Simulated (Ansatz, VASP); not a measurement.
**Cross-check of K4Ca2Si11B10O41 between VASP and Ansatz**

Aim: how closely do two programs agree when they are given the same cell, functional and k mesh? The structure shown is frame 203 of Ansatz's trajectory.

Main program and level: Ansatz 0.2.0; plane waves, with VASP 6.6.1 beside it; single point at RPBE.

## (1) The structure

The cell holds 68 atoms: 11 Si, 10 B, 2 Ca, 4 K and 41 O. Cell: a = 9.548 Å, b = 9.548 Å, c = 9.548 Å, α = 90.0°, β = 90.0°, γ = 90.0°. As first built, before any earlier steps moved the atoms (in the runner's words): 68 atoms (11 Si, 10 B, 2 Ca, 4 K, 41 O) placed at random at 2.27 g/cm^3, melted at 3000 K for 20 ps at fixed volume with the Buckingham and Coulomb pair potential of Guillot and Sator (Geochim. Cosmochim. Acta 71, 1249 (2007)) with the boron terms of Wang et al. (J. Non-Cryst. Solids 498, 294 (2018)). Quenched from 3000 K to 300 K at 20 K/ps and fixed volume, held 10 ps at zero pressure, then minimised at fixed cell.

## (2) Ansatz: dynamics, RPBE

Ansatz runs on its default PAW (the set named soft_2) files.

One frame of this run of dynamics is then solved in both programs, so the motion causes no difference.

File input.yaml:

```yaml
crystal:
  lattice:
    - [9.54802, 0.0, 0.0]
    - [0.0, 9.54802, 0.0]
    - [0.0, 0.0, 9.54802]
  atoms:
    - { symbol: Si, position: [0.79153, 0.59396, 0.70947] }
    - { symbol: Si, position: [0.2825, 0.21007, 0.77908] }
    - { symbol: Si, position: [0.60386, 0.31329, 0.04891] }
    - { symbol: Si, position: [0.97468, 0.89087, 0.4636] }
    - { symbol: Si, position: [0.45878, 0.77489, 0.36368] }
    - { symbol: Si, position: [0.5595, 0.84994, 0.9404] }
    - { symbol: Si, position: [0.35778, 0.08319, 0.06592] }
    - { symbol: Si, position: [0.21933, 0.53273, 0.69661] }
    - { symbol: Si, position: [0.01857, 0.7692, 0.80177] }
    - { symbol: Si, position: [0.88806, 0.59574, 0.21782] }
    - { symbol: Si, position: [0.86048, 0.16804, 0.20144] }
    - { symbol: B, position: [0.20533, 0.93198, 0.26514] }
    - { symbol: B, position: [0.59177, 0.22148, 0.75887] }
    - { symbol: B, position: [0.06889, 0.02732, 0.70735] }
    - { symbol: B, position: [0.01596, 0.82004, 0.10246] }
    - { symbol: B, position: [0.00828, 0.57605, 0.49584] }
    - { symbol: B, position: [0.91658, 0.45163, 0.95068] }
    - { symbol: B, position: [0.72015, 0.92288, 0.31668] }
    - { symbol: B, position: [0.98604, 0.17705, 0.94224] }
    - { symbol: B, position: [0.58405, 0.60537, 0.15144] }
    - { symbol: B, position: [0.5013, 0.68583, 0.66923] }
    - { symbol: Ca, position: [0.72301, 0.94664, 0.67017] }
    - { symbol: Ca, position: [0.92912, 0.26097, 0.59519] }
    - { symbol: K, position: [0.42158, 0.11923, 0.45678] }
    - { symbol: K, position: [0.6112, 0.39332, 0.43184] }
    - { symbol: K, position: [0.20154, 0.34782, 0.28316] }
    - { symbol: K, position: [0.27226, 0.58853, 0.04542] }
    - { symbol: O, position: [0.15161, 0.85578, 0.14105] }
    - { symbol: O, position: [0.91051, 0.22814, 0.3505] }
    - { symbol: O, position: [0.86115, 0.75068, 0.73133] }
    - { symbol: O, position: [0.30618, 0.84529, 0.34058] }
    - { symbol: O, position: [0.77118, 0.02605, 0.22884] }
    - { symbol: O, position: [0.80419, 0.88154, 0.42903] }
    - { symbol: O, position: [0.75047, 0.28111, 0.13021] }
    - { symbol: O, position: [0.97433, 0.32159, 0.91653] }
    - { symbol: O, position: [0.52425, 0.79075, 0.78078] }
    - { symbol: O, position: [0.62731, 0.59388, 0.67024] }
    - { symbol: O, position: [0.68047, 0.96618, 0.91265] }
    - { symbol: O, position: [0.12241, 0.89012, 0.74388] }
    - { symbol: O, position: [0.48234, 0.20048, 0.09638] }
    - { symbol: O, position: [0.59083, 0.71836, 0.0466] }
    - { symbol: O, position: [0.97703, 0.13443, 0.08094] }
    - { symbol: O, position: [0.44934, 0.19023, 0.74098] }
    - { symbol: O, position: [0.97302, 0.53917, 0.35298] }
    - { symbol: O, position: [0.57965, 0.88673, 0.31389] }
    - { symbol: O, position: [0.17976, 0.12659, 0.67143] }
    - { symbol: O, position: [0.98341, 0.8034, 0.96284] }
    - { symbol: O, position: [0.54954, 0.47078, 0.08421] }
    - { symbol: O, position: [0.01969, 0.73026, 0.50488] }
    - { symbol: O, position: [0.96955, 0.00589, 0.59311] }
    - { symbol: O, position: [0.49312, 0.7513, 0.52991] }
    - { symbol: O, position: [0.82623, 0.51582, 0.85675] }
    - { symbol: O, position: [0.9266, 0.76196, 0.20173] }
    - { symbol: O, position: [0.37209, 0.60687, 0.69314] }
    - { symbol: O, position: [0.62836, 0.28891, 0.88232] }
    - { symbol: O, position: [0.68823, 0.19263, 0.65452] }
    - { symbol: O, position: [0.42752, 0.94076, 0.00411] }
    - { symbol: O, position: [0.26418, 0.1572, 0.94087] }
    - { symbol: O, position: [0.27483, 0.05865, 0.21225] }
    - { symbol: O, position: [0.47891, 0.63936, 0.26093] }
    - { symbol: O, position: [0.24401, 0.37606, 0.76341] }
    - { symbol: O, position: [0.10477, 0.62025, 0.79162] }
    - { symbol: O, position: [0.89272, 0.52465, 0.58896] }
    - { symbol: O, position: [0.9475, 0.51541, 0.07793] }
    - { symbol: O, position: [0.7196, 0.58842, 0.22234] }
    - { symbol: O, position: [0.13967, 0.51314, 0.54586] }
    - { symbol: O, position: [0.08376, 0.96051, 0.35377] }
    - { symbol: O, position: [0.99283, 0.08877, 0.82706] }
kpoints:
  mp_grid: { grid: [1, 1, 1] }
hamiltonian:
  xc: rpbe
scf:
  occupations: { method: fixed }
output:
  forces: true
md:
  timestep: 1.0
  n_steps: 610
  ensemble: nvt_nose_hoover
  temperature: 300
  initial_velocities: maxwell_boltzmann
  seed: 9066
```

Command:

```bash
> ansatz run input.yaml --threads 4 --pin off --max-ram 8192MiB --backend cpu --events-out ev --progress --plain --runs-dir out
```

Numbers of over 12 decimals in the logs are rounded to 6 here.

The log of the run:

```text
Warning: md: disabling space-group detection — thermal motion breaks the input geometry's symmetry, so no spatial operation reduces the k-mesh or symmetrises the density; time reversal is kept, so that k and −k are solved as one point where they differ and the mesh holds both, and exact exchange and, on two spinor components, a DFT+U term hold to it where the run has them: on two components no moment then forms, and  [...]
Engine: ansatz 0.2.0, aarch64-unknown-linux-gnu
Pseudopotentials: kind: paw
Pseudopotential: Si, paw, valence charge 4, recommended cutoff 420 eV (normal), Si.paw.azcp
Pseudopotential: B, paw, valence charge 3, recommended cutoff 420 eV (normal), B.paw.azcp
Pseudopotential: Ca, paw, valence charge 10, recommended cutoff 420 eV (normal), Ca.paw.azcp
Pseudopotential: K, paw, valence charge 9, recommended cutoff 420 eV (normal), K.paw.azcp
Pseudopotential: O, paw, valence charge 6, recommended cutoff 420 eV (normal), O.paw.azcp
Functional definition: RPBE
  parameter kappa = 0.804
  parameter beta = 0.066725
  exchange = rpbe_x(kappa = kappa, mu = beta*pi^2/3)
  correlation = pbe_c(beta = beta)
Crystal: 68 atoms, lattice volume = 870.442 Å³
Basis set: ecut = 420 eV, 17071 PW (Γ), exchange–correlation on 128×128×128 points (8 copies of the dense FFT grid, shifted against one another)
Bands: 256, of which v1, the nominal top of the filled ones, is band 188 counted from 1 (187 counted from 0)
Symmetry: 1 space group operations
k-points: 1
Non-local potential: Si, projectors of the file, l = 0: 2, l = 1: 2, l = 2: 2
Non-local potential: B, projectors of the file, l = 0: 2, l = 1: 2, l = 2: 1
Non-local potential: Ca, projectors of the file, l = 0: 3, l = 1: 2, l = 2: 2
Non-local potential: K, projectors of the file, l = 0: 3, l = 1: 2, l = 2: 2
Non-local potential: O, projectors of the file, l = 0: 2, l = 1: 2, l = 2: 1
PAW form: soft (Blöchl's): semilocal exchange-correlation on the pseudo side does not see the compensation charge
PAW frozen core: Si, regenerated for the run's functional, and the local potential with it (the file was generated under x = pbe(κ = 0.804, μ = 0.219515), c = pbe(β = 0.066725))
PAW frozen core: B, regenerated for the run's functional, and the local potential with it (the file was generated under x = pbe(κ = 0.804, μ = 0.219515), c = pbe(β = 0.066725))
PAW frozen core: Ca, regenerated for the run's functional, and the local potential with it (the file was generated under x = pbe(κ = 0.804, μ = 0.219515), c = pbe(β = 0.066725))
PAW frozen core: K, regenerated for the run's functional, and the local potential with it (the file was generated under x = pbe(κ = 0.804, μ = 0.219515), c = pbe(β = 0.066725))
PAW frozen core: O, regenerated for the run's functional, and the local potential with it (the file was generated under x = pbe(κ = 0.804, μ = 0.219515), c = pbe(β = 0.066725))
PAW one-centre angular grid: Si, 110 points (default); XC on 64 Gauss nodes
PAW one-centre angular grid: B, 110 points (default); XC on 64 Gauss nodes
PAW one-centre angular grid: Ca, 110 points (default); XC on 64 Gauss nodes
PAW one-centre angular grid: K, 110 points (default); XC on 64 Gauss nodes
PAW one-centre angular grid: O, 110 points (default); XC on 64 Gauss nodes
Initial density: superposition of atomic densities (neutral atoms: chi_scale 0, normalization atom), corrected by the library's trained network
Initial wavefunctions: pseudopotential atomic-orbital guess
Functional: x = rpbe, c = pbe(β = 0.066725)
SCF iter   1: F=—  HF=-41812.879215 eV  |F-HF|=—  |Δ(HF+E_count)|=         —  Δρ=4.47e-3  dr2=1.98e-1  ethr=1.77e-3  ⟨swp⟩=9.0  Hψ=1037  notcnv=0  defer=65
preconditioner: auto → Resta (q_TF=auto, 2.372 Å⁻¹)  ε∞=3.1  [insulator: Δε(μ)=2.656 eV  Ē_g=16.618 eV  n_scr=178 (ndim 8)  ℏωp=24.0 eV  f_vac=0.130  ε∞_Penn≈3.1]
SCF iter   2: F=—  HF=-41812.855314 eV  |F-HF|=—  |Δ(HF+E_count)|=   2.39e-2  Δρ=2.37e-3  dr2=3.56e-2  ethr=5.28e-5  ⟨swp⟩=4.0  Hψ=414  notcnv=0  defer=66
SCF iter   3: F=—  HF=-41812.857432 eV  |F-HF|=—  |Δ(HF+E_count)|=   2.12e-3  Δρ=9.69e-4  dr2=1.06e-2  ethr=9.47e-6  ⟨swp⟩=4.0  Hψ=345  notcnv=0  defer=53
automatic band count: iteration 3 solves 243 bands in place of 256: the levels show a gap, and the empty bands left out lie too high to hold charge; the band table lists the bands solved (type scf.n_extra_bands for more)
[...]
automatic band count: iteration 1 solves 243 bands in place of 256: the levels show a gap, and the empty bands left out lie too high to hold charge; the band table lists the bands solved (type scf.n_extra_bands for more)
md step   603: t =   603.00 fs  T =   351.4 K  F+E_penalty+E_count = -41814.06113219 eV  E_kin = 3.043381 eV  conserved = -41810.26450152 eV  (4 SCF iters)
[... from here on, the SCF cycles and remarks between the steps are left out ...]
md step   604: t =   604.00 fs  T =   355.0 K  F+E_penalty+E_count = -41814.08782527 eV  E_kin = 3.074800 eV  conserved = -41810.26459817 eV  (4 SCF iters)
md step   605: t =   605.00 fs  T =   357.4 K  F+E_penalty+E_count = -41814.10379816 eV  E_kin = 3.095511 eV  conserved = -41810.26462801 eV  (3 SCF iters)
md step   606: t =   606.00 fs  T =   358.5 K  F+E_penalty+E_count = -41814.10851685 eV  E_kin = 3.104947 eV  conserved = -41810.26460028 eV  (3 SCF iters)
md step   607: t =   607.00 fs  T =   358.3 K  F+E_penalty+E_count = -41814.10234513 eV  E_kin = 3.103426 eV  conserved = -41810.26454174 eV  (3 SCF iters)
md step   608: t =   608.00 fs  T =   357.0 K  F+E_penalty+E_count = -41814.08614990 eV  E_kin = 3.091767 eV  conserved = -41810.26448347 eV  (4 SCF iters)
md step   609: t =   609.00 fs  T =   354.6 K  F+E_penalty+E_count = -41814.06087085 eV  E_kin = 3.070882 eV  conserved = -41810.26444271 eV  (3 SCF iters)
md step   610: t =   610.00 fs  T =   351.2 K  F+E_penalty+E_count = -41814.02729235 eV  E_kin = 3.041558 eV  conserved = -41810.26441060 eV  (8 SCF iters)
SCF converged after 8 iterations
Free energy (F): -41814.027292 eV
Harris-Foulkes:  -41814.027292 eV  (|F-HF|=9.46e-10)
Internal energy: -41814.027292 eV  (E = F + TS)
E sigma→0 (E₀):  -41814.027292 eV
Fermi energy:    4.144349 eV
--- Per-component energies (eV) ---
  E_band       = -1903.044883
  E_kinetic    = 9847.095981
  E_local      = -25096.797693  (includes V_loc(G=0)·N_el)
  E_nonlocal   = 2470.724894
  E_hartree    = 9216.945508
  E_xc         = -4808.620793
  E_vxc        = -5789.910517  (∫ρ·V_xc dr)
  E_paw        = -17903.613322  (= ΣΔE_a)
  E_vpaw       = -1768.152855  (= ΣTr[D̂ρ^β])
  E_aug_tail   = 0.103204  (compensation charges beyond the density's cutoff)
  E_ewald      = -15538.338851
  E_core_change = -1.526221  (= ΣΔE_core)
  E_smearing   = -0.000000  (= −TS)
  E_closure    = -0.000000  (closes the sum)
  Σ components = -41814.027292   (vs F -41814.027292, Δ=0.00e0)
--- Forces (eV/Å), atoms counted from 1 ---
  atom   1  Si     0.87211796    -0.21662998    -0.31955042
  atom   2  Si    -0.52539387    -0.49920654    -0.00268674
  atom   3  Si     1.16174787     0.46860935    -1.07917240
  atom   4  Si    -0.11060300    -1.59114132     1.32591963
  atom   5  Si    -0.02594421    -0.30969854    -0.20207966
  atom   6  Si    -2.00211555    -1.07471502     0.71711851
  atom   7  Si     0.20063240    -1.33709197    -0.63080030
  atom   8  Si     1.22653806    -0.15596286    -0.35793149
  atom   9  Si    -1.05388775     2.91569192    -1.21766445
  atom  10  Si    -1.46537911    -0.99067187     1.12843196
  atom  11  Si     0.44723772    -0.45027823     1.18564971
  atom  12  B      0.49377314     0.03071854    -1.31730864
  atom  13  B      1.59428496     0.14871450     0.04805156
  atom  14  B      0.32771958    -0.90136866     0.88277990
  atom  15  B     -0.23094899     0.29631113     0.25923728
  atom  16  B      0.42565010     0.16591407     0.51758527
  atom  17  B     -1.03454468    -1.60618017    -0.78245947
  atom  18  B      0.29926700     0.55538472     0.30218761
  atom  19  B     -0.07287803     0.81487077     0.22502997
  atom  20  B     -1.23444005     1.10809750    -0.33741641
  atom  21  B      0.60039119     0.71898279     0.19596750
  atom  22  Ca    -0.19141372    -0.30012783     1.22212760
  atom  23  Ca     0.56309860    -0.18669348     0.00849135
  atom  24  K     -0.37532598     0.29195610     0.32473630
[...]
atom  61  O     -0.00586975    -1.19658679     0.13686017
  atom  62  O      1.01002651    -0.21720830     1.17437476
  atom  63  O     -0.66736588    -0.73024996     0.20154458
  atom  64  O      0.93371095    -0.13518576    -0.84849745
  atom  65  O      2.01587276    -0.15913553     0.68752220
  atom  66  O     -0.72714742    -0.16837075    -1.47661411
  atom  67  O      0.53625524     0.84845166    -0.67106801
  atom  68  O     -0.25177165    -0.27109805     0.13948518
  max |Σ_I F_I| component: 1.05e-4 eV/Å
--- MD trajectory: 610 steps, t = 0.0 → 610.0 fs ---
  final state: T = 351.2 K   F+E_penalty+E_count = -41814.02729235 eV   E_kin = 3.041558 eV
  conserved energy: peak-to-peak 6.969e-3 eV (1.025e-4 eV/atom) over 610.0 fs
```

[end of part 1 of 2]

[Lines on the potential files, build, host, timing and source positions are cut from VASP's logs without a mark.]

[Logs are printed without paths, hosts, clocks, repeated set-up lines and the standing remarks that a program may print on its own settings, such as how far it seeks lower states.]

[Hosts, paths, dates, database ids (printed as entryN), source tags and the programs' standing remarks are cut or masked in the printed files.]
